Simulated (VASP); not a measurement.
# Zn3Sb (I4/mmm) in VASP: equation of state, part 2 of 2

VASP 6.6.1.

**6. Equation of state, PBE, 19.08 Å³/atom (volume scaled by 1.04)**

INCAR

```
PREC = Accurate
ENCUT = 520
EDIFF = 1E-7
ISMEAR = -1
SIGMA = 0.05
LREAL = False
LASPH = True
NELM = 60
ALGO = Normal
ISIF = 2
LWAVE = False
LCHARG = False
GGA = PE
NBANDS = 28
```

KPOINTS

```
regular mesh
0
Gamma
  9 9 9
```

POSCAR

```
Zn3Sb
1.0
   -2.0997639486      2.0997639486      4.3268045985
    2.0997639486     -2.0997639486      4.3268045985
    2.0997639486      2.0997639486     -4.3268045985
Sb Zn
1 3
Direct
    0.0000000000      0.0000000000      0.0000000000
    0.5000000000      0.5000000000      0.0000000000
    0.2500000000      0.7500000000      0.5000000000
    0.7500000000      0.2500000000      0.5000000000
```

Potentials or basis: VASP PAW PBE potentials, release 64 (Sb, Zn).

Run with:

```console
$ cat potpaw_PBE.64/Sb/POTCAR potpaw_PBE.64/Zn/POTCAR > POTCAR
$ mpirun -np 1 vasp_std > vasp.out
```

OUTCAR:

```text
PREC = Accurate
   ENCUT = 520
   EDIFF = 1E-7
   ISMEAR = -1
   LREAL = False
   LASPH = True
   NELM = 60
   ISIF = 2
   GGA = PE

 Found     75 irreducible k-points:

 Following reciprocal coordinates:
            Coordinates               Weight
  0.000000  0.000000  0.000000      1.000000
  0.111111  0.000000 -0.000000      8.000000
  0.222222  0.000000  0.000000      8.000000
  0.333333  0.000000  0.000000      8.000000
  0.444444  0.000000  0.000000      8.000000
  0.111111  0.111111 -0.000000      8.000000
   k-points           NKPTS =     75   k-points in BZ     NKDIM =     75   number of bands    NBANDS=     28
   number of dos      NEDOS =    301   number of ions     NIONS =      4
   total plane-waves  NPLWV =  64000
   dimension x,y,z NGX =    40 NGY =   40 NGZ =   40
   dimension x,y,z NGXF=    80 NGYF=   80 NGZF=   80
   ions per type =               1   3
   NGX,Y,Z   is equivalent  to a cutoff of  12.67, 12.67, 12.67 a.u.
   NGXF,Y,Z  is equivalent  to a cutoff of  25.34, 25.34, 25.34 a.u.
 SYSTEM =  unknown system
   PREC   = accura    normal or accurate (medium, high low for compatibility)
   ISTART =      0    job   : 0-new  1-cont  2-samecut
   ICHARG =      2    charge: 1-file 2-atom 10-const
   ISPIN  =      1    spin polarized calculation?
   LNONCOLLINEAR =      F non collinear calculations
   LSORBIT =      F    spin-orbit coupling
   LASPH  =      T    aspherical Exc in radial PAW
   ENCUT  =  520.0 eV  38.22 Ry    6.18 a.u.   9.76  9.76  9.76*2*pi/ulx,y,z
   NELM   =     60;   NELMIN=  2; NELMDL= -5     # of ELM steps
   EDIFF  = 0.1E-06   stopping-criterion for ELM
   LREAL  =      F    real-space projection
   EDIFFG = 0.1E-05   stopping-criterion for IOM
   NSW    =      0    number of steps for IOM
   IBRION =     -1    ionic relax: 0-MD 1-quasi-New 2-CG
   NFREE  =      0    steps in history (QN), initial steepest desc. (CG)
   ISIF   =      2    stress and relaxation
   ISYM   =      2    0-nonsym 1-usesym 2-fastsym
   POTIM  = 0.5000    time-step for ionic-motion
   TEBEG  =    0.0;   TEEND  =   0.0 temperature during run
   PSTRESS=    0.0 pullay stress
   NELECT =      41.0000    total number of electrons
   NUPDOWN=      -1.0000    fix difference up-down
   EMIN   =  10.00;   EMAX   =-10.00  energy-range for DOS
   EFERMI =   0.00;   METHOD = LEGACY
   ISMEAR =    -1;   SIGMA  =   0.05  broadening in eV -4-tet -1-fermi 0-gaus
   EFERMI_NEDOS =   21; number of points for ismear=-14 and -15
   IALGO  =     38    algorithm
   IMIX   =      4    mixing-type and parameters
     AMIX     =   0.40;   BMIX     =  1.00
     AMIX_MAG =   1.60;   BMIX_MAG =  1.00
  volume/ion in A,a.u.               =      19.08       128.74
  Fermi-wavevector in a.u.,A,eV,Ry     =   1.330904  2.515044 24.100071  1.771305
  Thomas-Fermi vector in A             =   2.459955
   LORBIT       =      0    0 simple, 1 ext, 2 COOP (PROOUT), +10 PAW based schemes
   GGA     = PE    functional components
   LHFCALC =     F    Hartree Fock is set to
   AEXX    =    0.0000 exact exchange contribution
   IVDW    =     0    specifies the selected vdW correction
   LEPSILON=     F    determine dielectric tensor
   LRPA    =     F    only Hartree local field effects (RPA)
 non-spin polarized calculation
  energy-cutoff  :      520.00
  volume of cell :       76.31
 maximum number of plane-waves:      2069
   NGX = 19   NGY = 19   NGZ = 19

 number of electron      41.0000015 magnetization

 Free energy of the ion-electron system (eV)
  ---------------------------------------------------
  ext. energy  EPLUGINS =         0.00000000
  ---------------------------------------------------
  free energy    TOTEN  =        -6.81902707 eV

  energy without entropy =       -6.80651740  energy(sigma->0) =       -6.81277224

 E-fermi :   4.8553     XC(G=0): -10.8150

 val. band max:        4.8517155933   @ k =   0.2222   0.1111   0.1111
 cond. band min:       4.8631040580   @ k =   0.0000   0.0000   0.0000
 fundamental gap:      0.0113884647
 Fermi energy:         4.8553438106

 k-point     1 :       0.0000    0.0000    0.0000
  band No.  band energies     occupation
      1      -6.9004      2.00000
      2      -2.9529      2.00000
      3      -2.8982      2.00000
      4      -2.8929      2.00000
      5      -2.7576      2.00000
      6      -2.7576      2.00000
[... 20 lines left out ...]
     27      10.6849      0.00000
     28      10.6849      0.00000

 k-point     2 :       0.1111    0.0000   -0.0000
  band No.  band energies     occupation
      1      -6.7907      2.00000
      2      -2.9498      2.00000
      3      -2.8915      2.00000
      4      -2.8599      2.00000
      5      -2.7820      2.00000
      6      -2.7657      2.00000
[... 20 lines left out ...]
     27       9.9486      0.00000
     28      10.1413      0.00000

 k-point     3 :       0.2222    0.0000    0.0000
  band No.  band energies     occupation
      1      -6.4759      2.00000
      2      -2.9213      2.00000
      3      -2.8740      2.00000
      4      -2.8285      2.00000
      5      -2.7822      2.00000
      6      -2.7745      2.00000
[... 20 lines left out ...]
     27       9.5063      0.00000
     28      10.8740      0.00000

 k-point     4 :       0.3333    0.0000    0.0000
  band No.  band energies     occupation
      1      -6.0175      2.00000
      2      -2.9164      2.00000
      3      -2.8564      2.00000
      4      -2.8440      2.00000
      5      -2.7743      2.00000
      6      -2.7657      2.00000
[... 20 lines left out ...]
     27      11.0597      0.00000
     28      11.8367      0.00000

 k-point     5 :       0.4444    0.0000    0.0000
  band No.  band energies     occupation
      1      -5.6032      2.00000
      2      -3.0922      2.00000
      3      -2.8489      2.00000
      4      -2.8077      2.00000
      5      -2.7808      2.00000
      6      -2.7442      2.00000
[... 20 lines left out ...]
     27      10.4177      0.00000
     28      11.1400      0.00000

 k-point     6 :       0.1111    0.1111   -0.0000
  band No.  band energies     occupation
      1      -6.6467      2.00000
      2      -2.9683      2.00000
      3      -2.8886      2.00000
      4      -2.8318      2.00000
      5      -2.8006      2.00000
      6      -2.7687      2.00000
[... 20 lines left out ...]
     27       9.1004      0.00000
     28      11.1283      0.00000

 [... further k-points ...]

------------------------ aborting loop because EDIFF is reached ----------------------------------------

  FORCE on cell =-STRESS in cart. coord.  units (eV):
  Direction    XX          YY          ZZ          XY          YZ          ZX
  --------------------------------------------------------------------------------------
  -------------------------------------------------------------------------------------
  Total        0.1109299      0.1109299      0.1665540      0.0000000      0.0000000     -0.0000000
  in kB        2.3291152      2.3291152      3.4970155      0.0000000      0.0000000     -0.0000000
  external PRESSURE =       2.7184153 kB  Pullay stress =       0.0000000 kB

 VOLUME and BASIS-vectors are now :
 -----------------------------------------------------------------------------
  energy-cutoff  :      520.00
  volume of cell :       76.31
      direct lattice vectors                 reciprocal lattice vectors
    -2.099763949  2.099763949  4.326804598     0.000000000  0.238122004  0.115558720
     2.099763949 -2.099763949  4.326804598     0.238122004  0.000000000  0.115558720
     2.099763949  2.099763949 -4.326804598     0.238122004  0.238122004  0.000000000

 POSITION                                       TOTAL-FORCE (eV/Angst)
 -----------------------------------------------------------------------------------
      0.00000      0.00000      0.00000        -0.000000      0.000000      0.000000
      0.00000      0.00000      4.32680        -0.000000      0.000000      0.000000
      2.09976     -0.00000      2.16340         0.000000     -0.000000     -0.000000
     -0.00000      2.09976      2.16340        -0.000000      0.000000      0.000000
 -----------------------------------------------------------------------------------
    total drift:                               -0.000000     -0.000000      0.000000

  FREE ENERGIE OF THE ION-ELECTRON SYSTEM (eV)
  ---------------------------------------------------
  free  energy   TOTEN  =        -6.8190270740 eV

  energy  without entropy=       -6.8065173987  energy(sigma->0) =       -6.81277224
```

OSZICAR:

```text
N       E                     dE             d eps       ncg     rms          rms(c)
DAV:   1     0.231436519814E+03    0.23144E+03   -0.18848E+04  4200   0.188E+03
DAV:   2     0.703302888807E+01   -0.22440E+03   -0.21939E+03  4212   0.363E+02
DAV:   3    -0.687913912348E+01   -0.13912E+02   -0.13776E+02  4680   0.975E+01
DAV:   4    -0.710372383721E+01   -0.22458E+00   -0.22438E+00  4648   0.119E+01
DAV:   5    -0.710634711364E+01   -0.26233E-02   -0.26232E-02  4528   0.121E+00    0.443E+00
DAV:   6    -0.683373787151E+01    0.27261E+00   -0.13168E+00  5228   0.198E+01    0.352E+00
DAV:   7    -0.682444813748E+01    0.92897E-02   -0.11894E-01  4564   0.366E+00    0.180E+00
DAV:   8    -0.681921250377E+01    0.52356E-02   -0.49772E-03  4528   0.852E-01    0.184E-01
DAV:   9    -0.681901677803E+01    0.19573E-03   -0.61822E-04  5032   0.633E-01    0.467E-02
DAV:  10    -0.681901980865E+01   -0.30306E-05   -0.22384E-04  4932   0.305E-01    0.210E-02
DAV:  11    -0.681902777838E+01   -0.79697E-05   -0.54228E-05  4520   0.101E-01    0.927E-03
DAV:  12    -0.681902778426E+01   -0.58744E-08   -0.10752E-05  4924   0.608E-02    0.385E-03
DAV:  13    -0.681902722623E+01    0.55803E-06   -0.25195E-06  5172   0.390E-02    0.121E-03
DAV:  14    -0.681902711059E+01    0.11563E-06   -0.34150E-07  3652   0.111E-02    0.764E-04
DAV:  15    -0.681902707401E+01    0.36584E-07   -0.54423E-08  2316   0.469E-03
   1 F= -.68190271E+01 E0= -.68127722E+01  d E =-.125097E-01
```

stdout:

```text
POSCAR found type information on POSCAR SbZn
 POSCAR found :  2 types and       4 ions
 scaLAPACK will be used
 LDA part: xc-table for (Slater+PW92), standard interpolation
 POSCAR, INCAR and KPOINTS ok, starting setup
 FFT: planning ... GRIDC
 FFT: planning ... GRID_SOFT
 FFT: planning ... GRID
 WAVECAR not read
 entering main loop
```

Wall time 5.3 min (1 thread of Intel Xeon Platinum 8375C at 2.90GHz (Ice Lake), shared host); peak memory 0.31 GiB.

What came out:

```
Free energy            : -6.8190 eV
Pressure               : 0.3 GPa
Band gap on the k mesh : none (metal or under the smearing width)
```

**7. Equation of state, PBE, 19.44 Å³/atom (volume scaled by 1.06)**

INCAR

```
SYSTEM = Zn3Sb
  PREC = Accurate
  ENCUT = 520
  EDIFF = 1E-7
  ISMEAR = -1
  SIGMA = 0.05
  LREAL = .False.
  LASPH = .True.
  NELM = 100
  ALGO = Normal
  ISIF = 2
  LWAVE = .False.
  LCHARG = .False.
  GGA = PE
  NBANDS = 28
```

KPOINTS

```
regular mesh
0
Gamma
  9 9 9
  0 0 0
```

POSCAR

```
Zn3Sb
1.0
   -2.1131386019      2.1131386019      4.3543646065
    2.1131386019     -2.1131386019      4.3543646065
    2.1131386019      2.1131386019     -4.3543646065
Sb Zn
1 3
Direct
    0.0000000000      0.0000000000      0.0000000000
    0.5000000000      0.5000000000      0.0000000000
    0.2500000000      0.7500000000      0.5000000000
    0.7500000000      0.2500000000      0.5000000000
```

Run with:

```console
$ cat potpaw_PBE.64/Sb/POTCAR potpaw_PBE.64/Zn/POTCAR > POTCAR
$ mpirun -np 1 vasp_std > vasp.out
```

Run time: 5.1 min. Hardware: 1 thread of Intel Xeon Platinum 8375C at 2.90GHz (Ice Lake), shared host; peak memory 0.31 GiB.

It converged, with:

* Free energy: -6.8166 eV
* Pressure: -0.8 GPa
* Band gap on the k mesh: none (metal or under the smearing width)

**8. Equation of state, PBE**

No new run: the results of the series are fitted here.

Results:

```yaml
Equilibrium_volume: 19.17 Å³/atom
Bulk_modulus_at_fixed_shape_and_positions: 57 GPa
Pressure_derivative_of_the_bulk_modulus: 4.9
```

Energy against volume, from the lowest point:
```tsv
volume (Å³/atom)	energy (meV/atom)
17.243	42.53
17.609	26.71
17.976	14.97
18.343	6.85
18.710	1.98
19.077	0.00
19.444	0.61
```

Caveat: the cell was scaled at fixed shape and fractional positions, which overstates the stiffness of a crystal with free parameters, most of all of layers and chains. Spin-orbit coupling is left out, which matters for the levels of Sb.
